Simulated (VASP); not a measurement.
A run of VASP 6.6.1:

Contents of INCAR:

```
  PREC = Accurate
  ENCUT = 520
  EDIFF = 1E-7
  ISMEAR = 0
  SIGMA = 0.1
  LREAL = False
  LASPH = True
  NELM = 120
  ALGO = Normal
  ISIF = 3
  LWAVE = False
  LCHARG = False
  ISPIN = 2
  MAGMOM = 2.5
  LORBIT = 11
  LMAXMIX = 4
  GGA = PE
  IBRION = 2
  NSW = 80
  EDIFFG = -0.002
```

Contents of KPOINTS:

```
regular mesh
0
Gamma
  8 8 8
```

POSCAR

```
Fe                                      
1.0
   -1.4235092416      1.4235092416      1.4235092416
    1.4235092416     -1.4235092416      1.4235092416
    1.4235092416      1.4235092416     -1.4235092416
  Fe            
     1
Direct
     0.0000000000000000    0.0000000000000000    0.0000000000000000
```

Potentials or basis: VASP PAW PBE potentials, release 64 (Fe).

The run is started by

```bash
$ cat potpaw_PBE.64/Fe/POTCAR > POTCAR
$ mpirun -np 1 vasp_std > vasp.out
```

Hardware: 1 thread of Intel(R) Xeon(R) Platinum 8375C CPU @ 2.90GHz (Ice Lake) (shared host).

Question: How long does it take, and how much memory?

Answer: Wall time 11 s on 1 thread of Intel(R) Xeon(R) Platinum 8375C CPU @ 2.90GHz (Ice Lake) (shared host), peak memory 0.12 GiB. Counts: scf iterations 24, k points 29, ion steps 1.
